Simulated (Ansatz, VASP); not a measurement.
## NiO: VASP beside Ansatz

One calculation is typed for both programs; each brings its own data sets. How far apart do they land? The cell is taken from a series of runs on this material, whose earlier steps may have relaxed, scaled, displaced or heated it; both programs get it as it stands.

Calculated with Ansatz 0.2.0; plane waves, with VASP 6.6.1 beside it; zone-centre phonons at PBEsol, DFT+U.

**1. The starting structure**

Symmetry: Fm-3m, No. 225, cubic system. Conventional cell: a = 4.200 Å, b = 4.200 Å, c = 4.200 Å, α = 90.00°, β = 90.00°, γ = 90.00°. Nearest to Ni lie 6 O at 2.10 Å. Nearest to O lie 6 Ni at 2.10 Å. Farther neighbours and most contacts between anions are not listed.

Coordinates:

```cif
data_structure
_symmetry_space_group_name_H-M 'P 1'
_symmetry_Int_Tables_number 1
_cell_length_a 2.9695
_cell_length_b 2.9695
_cell_length_c 2.9695
_cell_angle_alpha 60.000
_cell_angle_beta 60.000
_cell_angle_gamma 60.000
_cell_volume 18.52
loop_
_atom_site_label
_atom_site_type_symbol
_atom_site_fract_x
_atom_site_fract_y
_atom_site_fract_z
_atom_site_occupancy
Ni1 Ni 0.00000 0.00000 0.00000 1
O2 O 0.50000 0.50000 0.50000 1
```

**2. Ansatz: zone-centre phonons, PBEsol, DFT+U**

Ansatz runs on its default PAW (the set named soft_2) files.

Second derivatives magnify differences that forces hide, and they need a tight electronic threshold.

input.yaml reads:

```yaml
crystal:
  lattice:
    - [0.0, 2.0997815579, 2.0997815579]
    - [2.0997815579, 0.0, 2.0997815579]
    - [2.0997815579, 2.0997815579, 0.0]
  atoms:
    - { symbol: Ni, position: [0.0, 0.0, 0.0], spin: 1.89 }
    - { symbol: O, position: [0.5, 0.5, 0.5], spin: 0.23 }
kpoints:
  mp_grid: { grid: [10, 10, 10] }
hamiltonian:
  xc: pbesol
  hubbard: { sites: [{ species: Ni, l: d, u_eff: 6.2 }] }
scf:
  occupations: { method: gaussian, width: 0.02 }
output:
  eigenvalues: true
magnetization:
  spin_polarized: true
phonons:
  method: fd
  supercell: [1, 1, 1]
  amplitude: 0.01
```

Launch:

```bash
ansatz run input.yaml --threads 4 --pin off --max-ram 7168MiB --backend cpu --events-out ev --progress --plain --runs-dir out
```

Numbers of over 12 decimals in the logs are rounded to 6 here.

The program printed:

```text
Ni: projections on atomic orbitals take those of the free atom [Ne] 3s2 3p6 3d8 4s2, of charge +0.00 (hamiltonian.pseudopotentials.projection_atoms); the dataset's partial waves leave at most 1.6e-6 of an orbital's norm unspanned inside its sphere
O: projections on atomic orbitals take those of the free atom [He] 2s2 2p4, of charge +0.00 (hamiltonian.pseudopotentials.projection_atoms); the dataset's partial waves leave at most 1.9e-8 of an orbital's norm unspanned inside its sphere
Engine: ansatz 0.2.0, aarch64-unknown-linux-gnu
Pseudopotentials: kind: paw
Pseudopotential: Ni, paw, valence charge 18, recommended cutoff 420 eV (normal), Ni.paw.azcp
Pseudopotential: O, paw, valence charge 6, recommended cutoff 420 eV (normal), O.paw.azcp
Functional definition: PBEsol
  exchange = pbesol_x
  correlation = pbesol_c
Crystal: 2 atoms, lattice volume = 18.516 Å³
Basis set: ecut = 420 eV, 339 PW (Γ), exchange–correlation on 40×40×40 points (8 copies of the dense FFT grid, shifted against one another)
Bands: 18, of which v1, the nominal top of the filled ones, is band 12 counted from 1 (11 counted from 0)
Symmetry: 48 space group operations
Space group: Fm-3m (ITA 225), of the structure as read, at distance tolerance 2.6e-5 Å
Magnetic group: BNS 225.116 (UNI 1618), of the structure as read, at distance tolerance 2.6e-5 Å
k-points: 47 of 1000
Non-local potential: Ni, projectors of the file, l = 0: 3, l = 1: 2, l = 2: 3, l = 3: 1
Non-local potential: O, projectors of the file, l = 0: 2, l = 1: 2, l = 2: 1
PAW form: soft (Blöchl's): semilocal exchange-correlation on the pseudo side does not see the compensation charge
PAW frozen core: Ni, regenerated for the run's functional, and the local potential with it (the file was generated under x = pbe(κ = 0.804, μ = 0.219515), c = pbe(β = 0.066725))
PAW frozen core: O, regenerated for the run's functional, and the local potential with it (the file was generated under x = pbe(κ = 0.804, μ = 0.219515), c = pbe(β = 0.066725))
PAW one-centre angular grid: Ni, 590 points (default); XC on 64 Gauss nodes
PAW one-centre angular grid: O, 110 points (default); XC on 64 Gauss nodes
Initial density: superposition of atomic densities (chi_scale 0.1, normalization cell, long waves kept (reshape's long-wave potential 0.00 eV rms))
Starting moments: Σ|m| = 2.12 μB on 2 of 2 sites
Initial wavefunctions: pseudopotential atomic-orbital guess
Functional: x = pbesol(κ = 0.804, μ = 0.123457), c = pbesol(β = 0.046)
SCF 1 converged in 15 iterations: F = -6363.186863 eV  dr2 = 2.07e-10
  greatest PAW one-centre occupation: 1.002 electrons in one spin orbital (limit 2), on the Ni atom at site 0 (counted from 0), in its partial waves of l = 1
a single point of the input's cell can leave the moments in the input for a lower state (scf.lower_state_search): this run first made a single point of its cell. This run's own SCFs start from the density of the state that the single point found, with the moments in the input. The single point stayed on the moments in the input.
Initial density: read from a saved state, or passed on in memory by an earlier SCF of this step, an earlier step, the calling program or the single point that the run made first
Starting moments: Σ|m| = 2.12 μB on 2 of 2 sites; this step starts from the density that it was given
iter 1 solved again at ethr=3.00e-9 eV; its pass at ethr=3.10e-3 eV (dr2=7.20e-7 eV) is discarded
SCF iter   1: F=—  HF=-6363.186863 eV  |F-HF|=—  |Δ(HF+E_count)|=         —  Δρ=8.77e-7 (↑4.76e-7 ↓8.77e-7)  dr2=1.50e-10  dr2_m=3.71e-11  M=2.000 μB ∫|m|=2.008 μB  β_m=0.30  ethr=3.00e-9  ⟨swp⟩=4.0  Hψ=13025  notcnv=0
preconditioner: auto → none  [insulator: Δε(μ)=2.040 eV  Ē_g=17.920 eV  σ=0.020 eV  W_gap=1.00  n_scr=8 (ndim 8)  ℏωp=34.5 eV  f_vac=0.000  D(μ)=0.00/eV (n_scr^D=0)  ε∞_Penn≈4.7]
SCF iter   2: F=-6363.186863 eV  HF=-6363.186863 eV  |F-HF|=2.00e-11  |Δ(HF+E_count)|=  3.25e-10  Δρ=3.83e-7 (↑3.24e-7 ↓3.83e-7)  dr2=3.26e-12  dr2_m=1.85e-11  M=2.000 μB ∫|m|=2.008 μB  ethr=1.00e-12  ⟨swp⟩=5.8  Hψ=6695  notcnv=0
SCF 2 converged in 2 iterations: F = -6363.186863 eV  dr2 = 3.26e-12
Symmetry: 8 space group operations
k-points: 102 of 1000 (time reversal used)
Initial density: handed on by an earlier stage of this run
Initial wavefunctions: those handed on with the density
iter 1 solved again at ethr=3.73e-6 eV; its pass at ethr=3.10e-3 eV (dr2=8.94e-4 eV) is discarded
SCF iter   1: F=—  HF=-6363.186367 eV  |F-HF|=—  |Δ(HF+E_count)|=         —  Δρ=3.04e-3 (↑2.93e-3 ↓3.04e-3)  dr2=9.51e-4  dr2_m=6.35e-6  M=2.000 μB ∫|m|=2.008 μB  β_m=0.30  ethr=3.73e-6  ⟨swp⟩=2.0  Hψ=21902  notcnv=0  defer=260
SCF iter   2: F=—  HF=-6363.186449 eV  |F-HF|=—  |Δ(HF+E_count)|=   8.20e-5  Δρ=2.07e-3 (↑2.03e-3 ↓2.07e-3)  dr2=3.82e-4  dr2_m=3.82e-6  M=2.000 μB ∫|m|=2.008 μB  β_m=0.56  ethr=3.73e-6  ⟨swp⟩=1.6  Hψ=3566  notcnv=0  defer=260
SCF iter   3: F=—  HF=-6363.186626 eV  |F-HF|=—  |Δ(HF+E_count)|=   1.77e-4  Δρ=2.77e-4 (↑2.71e-4 ↓2.77e-4)  dr2=5.31e-6  dr2_m=5.94e-7  M=2.000 μB ∫|m|=2.008 μB  β_m=0.70  ethr=1.59e-6  ⟨swp⟩=2.4  Hψ=5752  notcnv=0  defer=260
SCF iter   4: F=—  HF=-6363.186628 eV  |F-HF|=—  |Δ(HF+E_count)|=   1.82e-6  Δρ=1.37e-4 (↑9.35e-5 ↓1.37e-4)  dr2=6.48e-6  dr2_m=1.16e-7  M=2.000 μB ∫|m|=2.008 μB  β_m=0.70  ethr=2.21e-8  ⟨swp⟩=2.0  Hψ=5788  notcnv=0  defer=260
SCF iter   5: F=—  HF=-6363.186628 eV  |F-HF|=—  |Δ(HF+E_count)|=   7.04e-7  Δρ=2.26e-5 (↑1.47e-5 ↓2.26e-5)  dr2=1.73e-7  dr2_m=9.28e-9  M=2.000 μB ∫|m|=2.008 μB  β_m=0.63  ethr=2.21e-8  ⟨swp⟩=2.0  Hψ=4798  notcnv=0  defer=260
SCF iter   6: F=—  HF=-6363.186624 eV  |F-HF|=—  |Δ(HF+E_count)|=   4.77e-6  Δρ=5.76e-6 (↑5.21e-6 ↓5.76e-6)  dr2=8.96e-9  dr2_m=1.01e-9  M=2.000 μB ∫|m|=2.008 μB  β_m=0.55  ethr=7.23e-10  ⟨swp⟩=2.1  Hψ=4377  notcnv=0  defer=260
[...]
SCF iter   8: F=-6363.186624 eV  HF=-6363.186624 eV  |F-HF|=7.28e-12  |Δ(HF+E_count)|=  2.00e-10  Δρ=2.64e-7 (↑2.14e-7 ↓2.64e-7)  dr2=2.35e-12  dr2_m=6.25e-12  M=2.000 μB ∫|m|=2.008 μB  ethr=1.00e-12  ⟨swp⟩=4.2  Hψ=11590  notcnv=0
SCF 3 converged in 8 iterations: F = -6363.186624 eV  dr2 = 2.35e-12
iter 1 solved again at ethr=4.65e-7 eV; its pass at ethr=3.10e-3 eV (dr2=1.12e-4 eV) is discarded
SCF iter   1: F=—  HF=-6363.186625 eV  |F-HF|=—  |Δ(HF+E_count)|=         —  Δρ=6.60e-4 (↑5.84e-4 ↓6.60e-4)  dr2=1.00e-4  dr2_m=8.14e-6  M=2.000 μB ∫|m|=2.008 μB  β_m=0.30  ethr=4.65e-7  ⟨swp⟩=2.0  Hψ=19587  notcnv=0  defer=259
SCF iter   2: F=—  HF=-6363.186624 eV  |F-HF|=—  |Δ(HF+E_count)|=   1.27e-6  Δρ=4.49e-4 (↑3.82e-4 ↓4.49e-4)  dr2=4.28e-5  dr2_m=4.53e-6  M=2.000 μB ∫|m|=2.008 μB  β_m=0.60  ethr=4.18e-7  ⟨swp⟩=1.0  Hψ=3412  notcnv=0  defer=259
SCF iter   3: F=—  HF=-6363.186628 eV  |F-HF|=—  |Δ(HF+E_count)|=   4.24e-6  Δρ=3.95e-5 (↑3.00e-5 ↓3.95e-5)  dr2=1.65e-7  dr2_m=1.09e-7  M=2.000 μB ∫|m|=2.008 μB  β_m=0.72  ethr=1.78e-7  ⟨swp⟩=2.2  Hψ=4282  notcnv=0  defer=259
SCF iter   4: F=—  HF=-6363.186624 eV  |F-HF|=—  |Δ(HF+E_count)|=   4.26e-6  Δρ=4.06e-5 (↑2.73e-5 ↓4.06e-5)  dr2=6.02e-7  dr2_m=1.25e-8  M=2.000 μB ∫|m|=2.008 μB  β_m=0.72  ethr=6.88e-10  ⟨swp⟩=2.0  Hψ=5789  notcnv=0  defer=259
SCF iter   5: F=—  HF=-6363.186624 eV  |F-HF|=—  |Δ(HF+E_count)|=   1.45e-7  Δρ=4.14e-6 (↑3.88e-6 ↓4.14e-6)  dr2=3.94e-9  dr2_m=1.42e-9  M=2.000 μB ∫|m|=2.008 μB  β_m=0.76  ethr=6.88e-10  ⟨swp⟩=2.0  Hψ=5329  notcnv=0  defer=259
SCF iter   6: F=—  HF=-6363.186624 eV  |F-HF|=—  |Δ(HF+E_count)|=   1.44e-9  Δρ=1.01e-6 (↑1.01e-6 ↓9.04e-7)  dr2=6.88e-11  dr2_m=1.24e-10  M=2.000 μB ∫|m|=2.008 μB  β_m=0.87  ethr=1.00e-12  ⟨swp⟩=3.9  Hψ=13860  notcnv=0
SCF iter   7: F=—  HF=-6363.186624 eV  |F-HF|=—  |Δ(HF+E_count)|=  2.66e-10  Δρ=7.61e-7 (↑7.61e-7 ↓6.77e-7)  dr2=2.01e-10  dr2_m=4.12e-12  M=2.000 μB ∫|m|=2.008 μB  β_m=0.66  ethr=1.00e-12  ⟨swp⟩=4.0  Hψ=11811  notcnv=0
SCF iter   8: F=-6363.186624 eV  HF=-6363.186624 eV  |F-HF|=9.09e-13  |Δ(HF+E_count)|=  7.64e-11  Δρ=9.52e-8 (↑7.26e-8 ↓9.52e-8)  dr2=2.62e-13  dr2_m=9.33e-13  M=2.000 μB ∫|m|=2.008 μB  ethr=1.00e-12  ⟨swp⟩=3.0  Hψ=12356  notcnv=0
SCF 4 converged in 8 iterations: F = -6363.186624 eV  dr2 = 2.62e-13
SCF converged after 2 iterations
Magnetization: 2.0000 μB (13.0000 up, 11.0000 down)
Absolute magnetization: 2.0066 μB (∫|ρ↑−ρ↓|, with the PAW one-centre terms)
Spin contamination: 0.0016 ħ² per cell (⟨S²⟩ above its minimum at these occupations)
Per-site moments (μB) at R_I (Å): [(1.715002, 0.866160), (0.212629, 0.866160)]
Free energy (F): -6363.186863 eV
Harris-Foulkes:  -6363.186863 eV  (|F-HF|=2.00e-11)
Internal energy: -6363.186863 eV  (E = F + TS)
E sigma→0 (E₀):  -6363.186863 eV
Fermi energy:    14.266961 eV
--- Per-component energies (eV) ---
  E_band       = -366.280924
  E_kinetic    = 448.974488
  E_local      = -4012.216066  (includes V_loc(G=0)·N_el)
  E_nonlocal   = 690.930530
  E_hartree    = 1644.031903
  E_xc         = -154.489657
  E_vxc        = -199.104611  (∫ρ·V_xc dr)
  E_hubbard    = 0.785772  (on-site DFT+U / exact-exchange correction)
  E_vhub       = -24.016874  (the Hubbard potential's part of the band-sum identity)
  E_paw        = -1748.155202  (= ΣΔE_a)
  E_vpaw       = -558.915159  (= ΣTr[D̂ρ^β])
  E_aug_tail   = 0.002923  (compensation charges beyond the density's cutoff)
  E_ewald      = -3233.284130
  E_core_change = 0.232577  (= ΣΔE_core)
  E_smearing   = -0.000000  (= −TS)
  E_closure    = -0.000000  (closes the sum)
  Σ components = -6363.186863   (vs F -6363.186863, Δ=0.00e0)
--- Forces (eV/Å), atoms counted from 1 ---
  atom   1  Ni    -0.00000000     0.00000000     0.00000000
  atom   2  O      0.00000000    -0.00000000    -0.00000000
  max |Σ_I F_I| component: 1.97e-29 eV/Å
--- Band table (eV; the first three rows and the last of 94) ---
  k-point 0 ↑: bands = [... 8 lower, 7.6449, 7.6449, 11.5157, 11.5157, 11.5157, 15.3423, 31.3985, 32.3767, ... 2 higher]
  k-point 1 ↑: bands = [... 8 lower, 7.6805, 7.6805, 10.9177, 11.7147, 11.7147, 16.0982, 29.2873, 31.9930, ... 2 higher]
  k-point 2 ↑: bands = [... 8 lower, 7.8178, 7.8178, 10.0859, 12.1863, 12.1863, 17.4974, 26.8386, 30.6137, ... 2 higher]
  k-point 46 ↓: bands = [... 8 lower, 9.7748, 10.4118, 10.6344, 15.9988, 16.4783, 22.4042, 24.7472, 24.9624, ... 2 higher]
Occupation matrices written to <dir>
--- Phonons: 2 displaced members + reference (amplitude 0.01 Å, Σ member SCF iterations 16) ---
  symmetry images taken by strict's conditions (phonons.symmetry_images: auto; settled by no image being taken that strict refuses)
  ASR residual: 1.971e-4 → 0.000e0 eV/Å²; symmetrization residual: 9.862e-5 eV/Å²
  largest component of a force at the reference: 2.0e-29 eV/Å
  ASR residual per site (eV/Å²): 1.97e-4 1.27e-4
  Γ frequencies (cm⁻¹): 0.00 0.00 0.00 322.06 322.06 322.06
  density of states and harmonic sums: on the 25×25×25 q-mesh, interpolated from the force constants of a 1×1×1 supercell (no non-analytic term)
  largest difference from the sums on the solved wave vectors: F 4.60e-1 eV, S 7.18e-4 and C_V 2.58e-4 eV/K
  zero-point energy: 0.078982 eV/cell   skipped modes (ω ≤ 0): 3   left out of the sums: 3.20e-5 of the cell's modes: C_V's classical limit lies that fraction below 3 k_B per atom; for a crystal, a wire or a layer, F and S can be off by more, and a phonons.interpolated_qmesh denser along its periods is the remedy for the sampling
```

[end of part 1 of 2]

[Lines on the potential files, build, host, timing and source positions are cut from VASP's logs without a mark.]

[Logs are printed without paths, hosts, clocks, repeated set-up lines and the standing remarks that a program may print on its own settings, such as how far it seeks lower states.]

[Hosts, paths, dates, database ids (printed as entryN), source tags and the programs' standing remarks are cut or masked in the printed files.]
